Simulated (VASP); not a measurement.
All values below come from PBEsol GGA, VASP's PBE PAW potentials (set 64) (plane waves; VASP).

The input files of a VASP run:

**INCAR**
```
# general
SYSTEM  = Tl
PREC    = Accurate
ENCUT   = 300
LREAL   = .False.
LASPH   = .True.

# electronic loop
EDIFF   = 1E-6
NELM    = 100
ALGO    = Normal
LMAXMIX = 4

# smearing
ISMEAR  = 0
SIGMA   = 0.1

# functional
GGA     = PS

# ions
ISIF    = 2

# output
LWAVE   = .False.
LCHARG  = .False.
```

### KPOINTS
```
kpoints
0
G
 7 7 4
0 0 0
```

### POSCAR
```
Tl
1
    1.7370930000    -3.0087330000     0.0000000000
    1.7370930000     3.0087330000     0.0000000000
    0.0000000000     0.0000000000     5.5426320000
Tl
2
Direct
  0.3333330000   0.6666670000   0.2500000000
  0.6666670000   0.3333330000   0.7500000000
```

POTCAR, in this order: Tl_d (PBE.64 set). Program: vasp_std.

Unless said otherwise, spin-orbit coupling is left out, though it shifts the bands of the heavy elements here.

Q: Predict the energy per atom (σ→0), band gap (on the k-mesh).

A: 
```
Item                                                         Value
------------------------  ----------------------------------------
energy per atom (σ→0)                               -2.599 eV/atom
band gap (on the k-mesh)  none (metal, semimetal or under 0.01 eV)
```

### OSZICAR
```
...
DAV:   5    -0.527428879930E+01   -0.75878E-04   -0.75877E-04   966   0.192E-01    0.305E+00
DAV:   6    -0.521559621980E+01    0.58693E-01   -0.11343E-01   862   0.281E+00    0.214E+00
DAV:   7    -0.520457174601E+01    0.11024E-01   -0.45926E-02   846   0.177E+00    0.785E-01
DAV:   8    -0.520366486767E+01    0.90688E-03   -0.28212E-03   860   0.443E-01    0.429E-02
DAV:   9    -0.520366703943E+01   -0.21718E-05   -0.13321E-05   973   0.323E-02    0.959E-03
DAV:  10    -0.520366906670E+01   -0.20273E-05   -0.23392E-06   659   0.144E-02    0.155E-03
DAV:  11    -0.520366915415E+01   -0.87452E-07   -0.27873E-07   471   0.475E-03
   1 F= -.52036692E+01 E0= -.51982555E+01  d E =-.108272E-01
```

The structure is a typed Tl crystal (P6_3/mmc). The cell was not relaxed at this level. The run is one of a series of settings (GGA = PS against the base run), some of them coarse on purpose.
